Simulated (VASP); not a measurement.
A 63-atom supercell of C (diamond) holds Sn on the C site with a neighbouring C vacancy in charge state -1. It is relaxed twice, with the total moment held at 1 and at 3 μB. Level of theory: PBE GGA, VASP's PBE PAW potentials (set 64) (plane waves; VASP). Run with PREC = Normal, LREAL = Auto, ISYM = 0, NELECT = 253.0, EDIFF = 1E-5, 400 eV cut-off, 1×1×1 Γ-centred mesh, Gaussian smearing of 0.050 eV, potentials C Sn.

The cell is charged, with a uniform compensating background. The supercell is sampled at Γ alone, which is coarse: total energies, pressure and levels can be off, energies of defects by several tenths of an eV.

**Question.** Which spin state lies lower, and by how much?

**Answer.** The state with 1 μB lies lower, by 2.14 eV.

The cell is a supercell with a defect, built from C (diamond).
